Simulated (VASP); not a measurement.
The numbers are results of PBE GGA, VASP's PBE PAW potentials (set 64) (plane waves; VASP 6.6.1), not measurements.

The input files of a VASP run:

File KPOINTS:
```
Automatic mesh
0
Gamma
7 7 2
0 0 0
```

POSCAR:
```
WS2
1
    1.5945482505    -2.7618385623     0.0000000000
    1.5945482505     2.7618385623     0.0000000000
    0.0000000000     0.0000000000    13.8603459760
W S
2 4
Direct
  0.3333330000   0.6666670000   0.2500000000
  0.6666670000   0.3333330000   0.7500000000
  0.3333330000   0.6666670000   0.8633483013
  0.6666670000   0.3333330000   0.3633483013
  0.6666670000   0.3333330000   0.1366516987
  0.3333330000   0.6666670000   0.6366516987
```

INCAR:
```
ALGO=Normal
EDIFF=1E-8
EDIFFG=-0.001
ENCUT=400
GGA=PE
IBRION=1
ISIF=2
ISMEAR=0
LASPH=.TRUE.
LCHARG=.FALSE.
LMAXMIX=6
LREAL=.FALSE.
LWAVE=.FALSE.
NELM=100
NSW=30
PREC=Accurate
SIGMA=0.05
SYSTEM=WS2
```

POTCAR, in this order: W_sv S (PBE.64 set). Program: vasp_std.

Output

OSZICAR:
```
       N       E                     dE             d eps       ncg     rms          rms(c)
DAV:   1     0.454446187858E+03    0.45445E+03   -0.25399E+04  1120   0.135E+03
DAV:   2    -0.225926171417E+02   -0.47704E+03   -0.46634E+03  1215   0.392E+02
DAV:   3    -0.494967626480E+02   -0.26904E+02   -0.26746E+02  1274   0.901E+01
DAV:   4    -0.501564994655E+02   -0.65974E+00   -0.65832E+00  1212   0.149E+01
DAV:   5    -0.501781514240E+02   -0.21652E-01   -0.21645E-01  1301   0.266E+00    0.368E+01
DAV:   6    -0.477129142352E+02    0.24652E+01   -0.15307E+01  1175   0.222E+01    0.164E+01
DAV:   7    -0.474640800248E+02    0.24883E+00   -0.36744E+00  1160   0.897E+00    0.629E+00
DAV:   8    -0.473592020383E+02    0.10488E+00   -0.53739E-01  1361   0.433E+00    0.178E+00
DAV:   9    -0.473601647178E+02   -0.96268E-03   -0.49029E-02  1409   0.116E+00    0.879E-01
DAV:  10    -0.473589943910E+02    0.11703E-02   -0.24771E-02  1298   0.967E-01    0.281E-01
DAV:  11    -0.473587300398E+02    0.26435E-03   -0.40604E-03  1227   0.387E-01    0.153E-01
DAV:  12    -0.473587255065E+02    0.45332E-05   -0.19911E-04  1233   0.869E-02    0.608E-02
DAV:  13    -0.473587612490E+02   -0.35742E-04   -0.91413E-05  1315   0.516E-02    0.306E-02
DAV:  14    -0.473587660706E+02   -0.48216E-05   -0.97600E-06  1235   0.157E-02    0.103E-02
DAV:  15    -0.473587666473E+02   -0.57670E-06   -0.11815E-06  1209   0.612E-03    0.475E-03
DAV:  16    -0.473587669555E+02   -0.30821E-06   -0.76062E-07  1323   0.424E-03    0.146E-03
DAV:  17    -0.473587669616E+02   -0.61573E-08   -0.51127E-08  1098   0.139E-03
   1 F= -.47358767E+02 E0= -.47358767E+02  d E =-.473588E+02
       N       E                     dE             d eps       ncg     rms          rms(c)
DAV:   1    -0.473587838336E+02   -0.16878E-04   -0.28419E-03  1104   0.203E-01    0.533E-02
DAV:   2    -0.473587961382E+02   -0.12305E-04   -0.13925E-04  1227   0.517E-02    0.216E-02
DAV:   3    -0.473587961785E+02   -0.40310E-07   -0.25892E-06  1198   0.904E-03    0.148E-02
DAV:   4    -0.473587968127E+02   -0.63418E-06   -0.17888E-06  1210   0.651E-03    0.450E-03
DAV:   5    -0.473587965640E+02    0.24871E-06   -0.41229E-07  1174   0.341E-03    0.244E-03
DAV:   6    -0.473587965653E+02   -0.12678E-08   -0.42884E-08  1136   0.851E-04
   2 F= -.47358797E+02 E0= -.47358797E+02  d E =-.296036E-04
```

**OUTCAR**
```
------------------------ aborting loop because EDIFF is reached ----------------------------------------
  FORCE on cell =-STRESS in cart. coord.  units (eV):
  Direction    XX          YY          ZZ          XY          YZ          ZX
  --------------------------------------------------------------------------------------
  Total       -0.0590810     -0.0590810      0.1374024      0.0000000      0.0000000      0.0000000
  in kB       -0.7753866     -0.7753866      1.8032866      0.0000000      0.0000000      0.0000000
  external PRESSURE =       0.0841712 kB  Pullay stress =       0.0000000 kB
  volume of cell :      122.08
      direct lattice vectors                 reciprocal lattice vectors
     1.594548250 -2.761838562  0.000000000     0.313568435 -0.181038822  0.000000000
     1.594548250  2.761838562  0.000000000     0.313568435  0.181038822  0.000000000
     0.000000000  0.000000000 13.860345976     0.000000000  0.000000000  0.072148271
 POSITION                                       TOTAL-FORCE (eV/Angst)
 -----------------------------------------------------------------------------------
      1.59455      0.92061      3.46509         0.000000      0.000000      0.000000
      1.59455     -0.92061     10.39526         0.000000      0.000000      0.000000
      1.59455      0.92061     11.96552        -0.000000     -0.000000     -0.000979
      1.59455     -0.92061      5.03534         0.000000      0.000000     -0.000979
      1.59455     -0.92061      1.89483        -0.000000      0.000000      0.000979
      1.59455      0.92061      8.82500        -0.000000     -0.000000      0.000979
 -----------------------------------------------------------------------------------
    total drift:                                0.000000      0.001205     -0.000033
  FREE ENERGIE OF THE ION-ELECTRON SYSTEM (eV)
  ---------------------------------------------------
  free  energy   TOTEN  =       -47.3587965653 eV

  energy  without entropy=      -47.3587965653  energy(sigma->0) =      -47.35879657

 reached required accuracy - stopping structural energy minimisation
```
(Selected blocks of OUTCAR.)

CONTCAR:
```
WS2
   1.00000000000000
     1.5945482504999999   -2.7618385622999999    0.0000000000000000
     1.5945482504999999    2.7618385622999999    0.0000000000000000
     0.0000000000000000    0.0000000000000000   13.8603459759999996
  W               S
     2     4
Direct
     0.3333330000000032    0.6666669999999968    0.2500000000000000
     0.6666669999999968    0.3333330000000032    0.7500000000000000
     0.3333330000000032    0.6666669999999968    0.8632912354350146
     0.6666669999999968    0.3333330000000032    0.3632912354350147
     0.6666669999999968    0.3333330000000032    0.1367087645649853
     0.3333330000000032    0.6666669999999968    0.6367087645649854
```

Without a dispersion term in the relaxation, distances and binding between the weakly bound layers, chains or molecules are unreliable, and so is what depends on them.

The compound is WS2 in the 2H layered structure. This run relaxes the ions in a fixed cell. Symmetry was kept, so distortions that lower it aren't found. The start is the result of an earlier pass.
